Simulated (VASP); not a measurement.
VASP runs on WSi2 (MoSi2 type) share one base input (PBE GGA, plane waves, VASP's PBE PAW potentials (set 64)) and change the settings named in each case.

### KPOINTS
```
kpoints
0
gamma
12 12 12
```

### INCAR
```
# general
SYSTEM  = WSi2
PREC    = Accurate
ENCUT   = 400
LREAL   = .FALSE.   # projection in real space or not
LASPH   = .TRUE.   # aspherical one-centre terms

# electronic loop
EDIFF   = 1E-6   # SCF stop (eV)
NELM    = 100   # most electronic steps
ALGO    = Normal
LMAXMIX = 6

# smearing
ISMEAR  = 1
SIGMA   = 0.1   # width (eV)

# functional
GGA     = PE   # PBE

# ions
ISIF    = 2   # forces and stress, cell fixed

# output
LWAVE   = .FALSE.
LCHARG  = .FALSE.
```

### POSCAR
```
WSi2
3.9150
 -0.4099616858   0.4099616858   1.0000000000
  0.4099616858  -0.4099616858   1.0000000000
  0.4099616858   0.4099616858  -1.0000000000
Si W
2 1
Cartesian
 -0.0000000000   0.0000000000   1.3300000000
  0.0000000000  -0.0000000000   0.6700000000
  0.0000000000   0.0000000000   0.0000000000
```

POTCAR, in this order: Si W_sv (PBE.64 set). Program: vasp_std.

```csv
change,E(σ→0) (eV/atom),pressure (GPa),largest force (eV/Å),−TS (eV)
base run,-8.2683,3.91,0.139,0.0001
"GGA removed, LMIXTAU = .TRUE., METAGGA = SCAN",-30.1759,-2.56,0.012,-0.0004
IVDW = 12,-8.8420,-3.16,0.130,0.0001
GGA = AM,-8.7636,-2.90,0.110,0.0001
GGA = RE,-7.9590,5.70,0.168,0.0001
"GGA removed, LMIXTAU = .TRUE., METAGGA = R2SCAN",-23.2714,-0.39,0.056,0.0000
IVDW = 11,-8.6539,-1.06,0.134,0.0001
```
 Energies of different potentials or functionals have different zeros. Unless said otherwise, spin-orbit coupling is left out, though it shifts the bands of the heavy elements here.

Left out are runs that ran out of time, are held back, or changed the cell or the kind of run, fixed moments of cells without a moment, rows past the twelfth, gaps on odd meshes, pressures of charged cells and columns that move by less than the noise.

The compound is WSi2 in the MoSi2 type structure. The cell was not relaxed at this level, forces remain on its atoms.
